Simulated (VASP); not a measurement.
Level of theory: r2SCAN meta-GGA, VASP's PBE PAW potentials (set 64) (plane waves; VASP 6.6.1).

The input files of a VASP run:

File KPOINTS:
```
Automatic mesh
0
Gamma
10 10 10
0 0 0
```

INCAR:
```
SYSTEM=BP
PREC=Accurate; ENCUT=520; LREAL=.False.
LASPH=.True.
EDIFF=1E-7; NELM=100; ALGO=Normal
LMIXTAU=.True.
ISMEAR=0; SIGMA=0.05
METAGGA=R2SCAN
ISIF=2
LWAVE=.False.; LCHARG=.False.
```

File POSCAR:
```
BP
1
    0.0000000000     2.2659876387     2.2659876387
    2.2659876387     0.0000000000     2.2659876387
    2.2659876387     2.2659876387     0.0000000000
B P
1 1
Direct
  0.0000000000   0.0000000000   0.0000000000
  0.2500000000   0.2500000000   0.2500000000
```

POTCAR, in this order: B P (PBE.64 set). Program: vasp_std.

### Question
Estimate the energy per atom (σ→0).

### Answer

The energy per atom (σ→0) is -8.656 eV/atom.

### OSZICAR
```
...
DAV:  14    -0.173113392052E+02   -0.61911E-04   -0.19704E-05   976   0.577E-02    0.235E-02
DAV:  15    -0.173113832651E+02   -0.44060E-04   -0.74828E-05   752   0.747E-02    0.589E-03
DAV:  16    -0.173113977247E+02   -0.14460E-04   -0.52695E-06   784   0.283E-02    0.311E-03
DAV:  17    -0.173113968597E+02    0.86499E-06   -0.16393E-07   992   0.467E-03    0.238E-03
DAV:  18    -0.173113978743E+02   -0.10147E-05   -0.14569E-07   720   0.395E-03    0.864E-04
DAV:  19    -0.173113973533E+02    0.52100E-06   -0.43825E-08   376   0.199E-03    0.919E-04
DAV:  20    -0.173113974443E+02   -0.90992E-07   -0.25698E-09   376   0.531E-04
   1 F= -.17311397E+02 E0= -.17311397E+02  d E =-.142827E-13
```

The compound is BP in the zinc blende structure. It was relaxed first.
